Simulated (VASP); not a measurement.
Wanted: the native input for a VASP 6.6.1 run.

```
Task                   : relaxation of cell and atoms
Functional             : RPBE
Potentials or basis    : VASP PAW PBE potentials, release 64 (Fe)
Cutoff                 : 600 eV
k mesh                 : 18 × 18 × 18
Occupations            : methfessel-paxton, width 0.1 eV
Spin                   : collinear spin, ferromagnetic start
Starting moments       : [4.0] μB
Further INCAR settings : ALGO = Normal; EDIFF = 1e-07; AMIX = 0.2; BMIX = 0.0001; IBRION = 2; EDIFFG = -0.005; NSW = 90; ISIF = 3
```

The structure of Fe lies in POSCAR:

```
Fe                                      
1.0
   -1.4299705546      1.4299705546      1.4299705546
    1.4299705546     -1.4299705546      1.4299705546
    1.4299705546      1.4299705546     -1.4299705546
  Fe            
     1
Direct
     0.0000000000000000    0.0000000000000000    0.0000000000000000
```

One way to write it, as run:

INCAR

```
SYSTEM = Fe
  ALGO = Normal
  AMIX = 0.2
  AMIX_MAG = 0.8
  BMIX = 1E-4
  BMIX_MAG = 1E-4
  EDIFF = 1E-7
  EDIFFG = -0.005
  ENCUT = 600
  GGA = RP
  IBRION = 2
  ISIF = 3
  ISMEAR = 1
  ISPIN = 2
  LASPH = .TRUE.
  LCHARG = .FALSE.
  LMAXMIX = 4
  LORBIT = 11
  LREAL = .FALSE.
  LWAVE = .FALSE.
  MAGMOM = 4
  NELM = 150
  NSW = 90
  PREC = Accurate
  SIGMA = 0.1
```

KPOINTS

```
k-points
0
G
  18 18 18
  0 0 0
```

Potentials or basis: VASP PAW PBE potentials, release 64 (Fe).

Launch:

```sh
$ cat potpaw_PBE.64/Fe/POTCAR > POTCAR
$ mpirun -np 1 vasp_std > vasp.out
```

It gave:

The relaxed volume is 11.69 Å³/atom, the relaxed cell is a = 2.476 Å, b = 2.476 Å, c = 2.476 Å, α = 109.47°, β = 109.47°, γ = 109.47° and the space group after relaxing (to 0.05 Å) is Im-3m (No. 229). The energy gained by relaxing is 0.0 meV/atom, the ionic steps are 3 and the pressure after relaxing is 0.0 GPa. The band gap on the k mesh is none (metal or under the smearing width) and the net moment is 2.23 μB per cell. The site moments are Fe +2.24 μB. The valence electrons inside the program's atomic spheres are Fe 7.20.

Caveat: the PAW data sets were made with another functional, which shifts forces and pressure a little.

Run time: 38 s on 1 thread of Intel(R) Xeon(R) 6975P-C (Granite Rapids), with other jobs on the host, peak memory 0.17 GiB.
